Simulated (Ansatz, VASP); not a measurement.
# Cr2O3 (Eskolaite) in two plane-wave programs, part 3 of 3

One calculation is typed for both programs; each brings its own data sets. How far apart do they land? The two relaxations start from unlike cells of this crystal (the structure described is Ansatz's start), so only their ends are compared.

VASP 6.6.1 and Ansatz 0.2.0.

So far: The starting structure; Ansatz: relaxation of cell and atoms, PBE, DFT+U, pair 1; VASP: relaxation of cell and atoms, PBE, DFT+U, pair 1; Differences; Ansatz: relaxation of cell and atoms, PBE, DFT+U, pair 2.

## (6) VASP: relaxation of cell and atoms, PBE, DFT+U, pair 2

Level of this step: PBE, DFT+U (Cr d 3.7 eV), spin-polarised from an antiferromagnetic start; plane waves and PAW (Cr_pv, O) (VASP).

Its own start cell and the same functional, mesh and smearing now go to VASP, with its own data sets.

The input, INCAR:

```
SYSTEM = Cr2O3
PREC = Accurate
ENCUT = 600
EDIFF = 1E-07
NELM = 200
ISMEAR = 0
SIGMA = 0.02
LREAL = .FALSE.
ALGO = Normal
GGA = PE
NBANDS = 57
ISPIN = 2
MAGMOM = 2.46 -2.46 -2.46 2.46 0 0 0 0 0 0
LDAU = .TRUE.
LDAUTYPE = 2
LDAUL = 2 -1
LDAUU = 3.7 0
LDAUJ = 0 0
LDAUPRINT = 1
LASPH = .TRUE.
LMAXMIX = 4
LORBIT = 11
LWAVE = .FALSE.
LCHARG = .FALSE.
ISIF = 3
IBRION = 2
NSW = 80
EDIFFG = -0.005
GGA_COMPAT = .FALSE.
NELMIN = 4
KPAR = 2
```

The input, POSCAR:

```
Cr2O3
1.0
    2.5318488177      1.4617635964      4.6121406590
   -2.5318488177      1.4617635964      4.6121406590
    0.0000000000     -2.9235271929      4.6121406590
Cr O
4 6
Direct
    0.3480957224      0.3480957224      0.3480957224
    0.1519042784      0.1519042784      0.1519042784
    0.6519042784      0.6519042784      0.6519042784
    0.8480957224      0.8480957224      0.8480957224
    0.5536876479      0.9463123549      0.2499999964
    0.2499999964      0.5536876479      0.9463123549
    0.9463123549      0.2499999964      0.5536876479
    0.4463123549      0.0536876479      0.7499999964
    0.7499999964      0.4463123549      0.0536876479
    0.0536876479      0.7499999964      0.4463123549
```

The input, KPOINTS:

```
Automatic mesh
0
Gamma
6 6 6
0 0 0
```

PAW data sets: Cr_pv and O (PBE family, release 64).

Run with:

```sh
> mpirun -np 2 vasp_std
```

Numbers of over 12 decimals in the logs are rounded to 6 here.

Log:

```text
[... set-up lines as in an earlier step ...]
 entering main loop
       N       E                     dE             d eps       ncg     rms          rms(c)
DAV:   1     0.125112936596E+04    0.12511E+04   -0.49545E+04  7432   0.187E+03
DAV:   2     0.540911798529E+02   -0.11970E+04   -0.11107E+04  7658   0.550E+02
DAV:   3    -0.861060541870E+02   -0.14020E+03   -0.13534E+03  8117   0.192E+02
DAV:   4    -0.913547362692E+02   -0.52487E+01   -0.51931E+01  8277   0.350E+01
[...]
DAV:  18    -0.792615049758E+02   -0.21150E-06   -0.28191E-07  7269   0.403E-03    0.170E-03
DAV:  19    -0.792615051193E+02   -0.14357E-06   -0.18120E-07  5936   0.399E-03    0.124E-03
DAV:  20    -0.792615050830E+02    0.36318E-07   -0.34486E-08  5263   0.205E-03
   1 F= -.79261505E+02 E0= -.79261505E+02  d E =-.792615E+02  mag=     0.0000
[...]
N       E                     dE             d eps       ncg     rms          rms(c)
DAV:   1    -0.792619032203E+02   -0.39810E-03   -0.11371E-02  7433   0.808E-01    0.176E-01
[...]
DAV:   6    -0.792615134535E+02   -0.66411E-07   -0.19283E-06  8265   0.119E-02    0.518E-03
DAV:   7    -0.792615134023E+02    0.51130E-07   -0.47991E-07  7843   0.423E-03
   2 F= -.79261513E+02 E0= -.79261513E+02  d E =-.831932E-05  mag=     0.0000
 trial-energy change:   -0.000008  1 .order   -0.000008   -0.000044    0.000027
 step:   0.6182(harm=  0.6182)  dis= 0.00010  next Energy=   -79.261519 (dE=-0.137E-04)
[...]
N       E                     dE             d eps       ncg     rms          rms(c)
DAV:   1    -0.792615776774E+02   -0.64224E-04   -0.16640E-03  7525   0.309E-01    0.682E-02
DAV:   2    -0.792615244810E+02    0.53196E-04   -0.14979E-04  7618   0.114E-01    0.468E-02
DAV:   3    -0.792615205919E+02    0.38891E-05   -0.21310E-05  8212   0.247E-02    0.187E-02
DAV:   4    -0.792615190564E+02    0.15355E-05   -0.65660E-06  8639   0.168E-02    0.859E-03
DAV:   5    -0.792615186982E+02    0.35819E-06   -0.43038E-07  7770   0.406E-03    0.454E-03
DAV:   6    -0.792615184653E+02    0.23295E-06   -0.27894E-07  6524   0.466E-03    0.187E-03
DAV:   7    -0.792615184767E+02   -0.11387E-07   -0.83896E-08  5136   0.202E-03
   3 F= -.79261518E+02 E0= -.79261518E+02  d E =-.133936E-04  mag=     0.0000
[...]
reached required accuracy - stopping structural energy minimisation
```

Parts of OUTCAR (step 6):

```text
  Total       -0.0019493     -0.0019493      0.0197861     -0.0000000     -0.0000000      0.0000000
  in kB       -0.0305082     -0.0305082      0.3096690     -0.0000000     -0.0000000      0.0000000
  external PRESSURE =       0.0828842 kB  Pullay stress =       0.0000000 kB

 POSITION                                       TOTAL-FORCE (eV/Angst)
 -----------------------------------------------------------------------------------
      0.00000     -0.00000      4.81605        -0.000000      0.000000     -0.000387
      0.00000     -0.00000      2.10163        -0.000000     -0.000000      0.000387
      0.00000     -0.00000      9.01931        -0.000000     -0.000000      0.000387
      0.00000     -0.00000     11.73373        -0.000000      0.000000     -0.000387
     -0.99378      1.46149      8.07063         0.003184     -0.000000      0.000000
     -0.76880     -1.59138      8.07063        -0.001592      0.002757      0.000000
      1.76258      0.12989      8.07063        -0.001592     -0.002757     -0.000000
      0.99378     -1.46149      5.76474        -0.003184      0.000000      0.000000
      0.76880      1.59138      5.76474         0.001592     -0.002757     -0.000000
     -1.76258     -0.12989      5.76474         0.001592      0.002757      0.000000
 -----------------------------------------------------------------------------------
    total drift:                               -0.000002     -0.000000      0.000020

  FREE ENERGIE OF THE ION-ELECTRON SYSTEM (eV)
  ---------------------------------------------------
  free  energy   TOTEN  =       -79.2615184767 eV

  energy  without entropy=      -79.2615184767  energy(sigma->0) =      -79.26151848

[... 3 parts as in an earlier step ...]

[... 2 further parts left out ...]
[key lines of the parts left out:]
E-fermi :   4.9966
```

## (7) Comparison

What differs besides the data sets and the points named for the pairs above, as far as they apply: the data sets hold 92 valence electrons in Ansatz (on its default PAW (the set named soft_2) files) and 84 in VASP. Total energies have different zeros and are not compared.

Compared:

```
                                         quantity  Ansatz    VASP  difference
                                      volume (Å³)  100.92  102.37     -1.42 %
edge a after relaxation, in the typed setting (Å)   5.431   5.460     -0.53 %
                               moment on Cr1 (μB)    2.46    2.92       -0.46
                               moment on Cr2 (μB)   -2.46   -2.92       +0.46
                               moment on Cr3 (μB)   -2.46   -2.92       +0.46
                               moment on Cr4 (μB)    2.46    2.92       -0.46
```

## (8) What came out

| Property | Result |
| --- | --- |
| difference in volume (relaxation of cell and atoms, PBE, DFT+U, pair 1) | -1.4 % |
| difference in volume (relaxation of cell and atoms, PBE, DFT+U, pair 2) | -1.4 % |

In words: The difference in volume is -1.4 % (relaxation of cell and atoms, PBE, DFT+U, pair 1). The data sets hold unlike numbers of valence electrons (92 in Ansatz and 84 in VASP), so part of the differences comes from the potentials. What causes the difference of the relaxation of cell and atoms, PBE, DFT+U, pair 1 pair stays open here. What causes the difference of the relaxation of cell and atoms, PBE, DFT+U, pair 2 pair stays open here. How closely two codes agree says nothing of how well the functional describes the real material.

[Lines on the potential files, build, host, timing and source positions are cut from VASP's logs without a mark.]

[Logs are printed without paths, hosts, clocks, repeated set-up lines and the standing remarks that a program may print on its own settings, such as how far it seeks lower states.]

[Hosts, paths, dates, database ids (printed as entryN), source tags and the programs' standing remarks are cut or masked in the printed files.]
